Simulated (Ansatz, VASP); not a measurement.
**Two plane-wave programs on RbLi**

```xyz
2
Lattice="3.4884 0.0000 0.0000 0.0000 3.4884 0.0000 0.0000 0.0000 4.5722" Properties=species:S:1:pos:R:3 pbc="T T T"
Rb    1.7442    1.7442    2.2861
Li    0.0000    0.0000    0.0000
```

Alike in both runs: task relaxation of cell and atoms; functional PBE; k mesh 6 × 6 × 4; occupations gaussian, width 0.1 eV; no spin polarisation.

|  | VASP | Ansatz |
| --- | --- | --- |
| version | VASP 6.6.1 | Ansatz 0.2.0 |
| potentials or method | VASP PAW PBE potentials, release 64 (Rb_sv, Li_sv) | scalar-relativistic, plane waves, PAW |
| plane-wave cutoff (eV) | 600 | 420 |
| valence electrons in the cell | 12 | 12 |

|  | VASP | Ansatz | Ansatz less VASP |
| --- | --- | --- | --- |
| gap on the k mesh at the Fermi level, each at its own relaxed structure (eV) | none | none | - |
| relaxed volume (Å³/atom) | 48.20 | 51.77 | +3.570 |
| relaxed cell length with the largest relative difference (Å) | 4.290 | 4.503 | +0.2132 |
| energy change over the relaxation (meV/atom) | -412 | -452 | -39.5 |

A gap of «none» marks a metal or a gap that the smearing closes. One of these differences is far larger than is usual between the two programs; its cause wasn't traced.

Caveats: the cutoff is under 1.25 times the usual one of these potentials, so pressure, stress and relaxed cells hold a basis-set (Pulay) error (VASP); the volume moved by over 15 % at a fixed basis, so the end points are rough (VASP).
